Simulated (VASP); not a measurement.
Energy against volume of Ni (fcc). Level of theory: PBE GGA with D4 dispersion, VASP's PBE PAW potentials (set 64) (plane waves; VASP). Run with 520 eV cut-off, 18×18×18 Γ-centred mesh, first-order Methfessel-Paxton smearing of 0.10 eV, potentials Ni.

| V (Å³/atom) | E (eV/atom) |
|---|---|
| 9.905 | -5.90386 |
| 10.221 | -5.92643 |
| 10.538 | -5.93356 |
| 10.854 | -5.92777 |

Problem. Fit these four points and predict the energy of the run at 11.170 Å³/atom.

Solution. A cubic in V^(−2/3), the third-order Birch-Murnaghan form, passes through the four points with V0 = 10.54 Å³/atom and B0 = 216 GPa, and gives -5.9113 eV/atom there. The run gave -5.9111 eV/atom, +0.1 meV/atom from the fit; all five points give B0 = 217 GPa.

The compound is Ni in the fcc structure. It was relaxed first.
